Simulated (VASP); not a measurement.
Shape and ions are relaxed at each volume.

Energy against volume of ZrB$_{2}$ (AlB2 type). Computed with r2SCAN meta-GGA, VASP's PBE PAW potentials (set 64) (plane waves; VASP 6.6.1).

| V (Å³/atom) | E (eV/atom) |
|---|---|
| 9.674 | -13.51608 |
| 9.982 | -13.53971 |
| 10.291 | -13.54706 |
| 10.600 | -13.54036 |
| 10.909 | -13.52154 |

Question: Fit a third-order Birch-Murnaghan equation of state.

Answer: 
| Item | Result |
|---|---|
| volume per atom | 10.29 Å³/atom |
| bulk modulus | 242 GPa |
| pressure derivative of the bulk modulus | 3.93 |

The compound is ZrB2 in the AlB2 type structure. It was relaxed first.
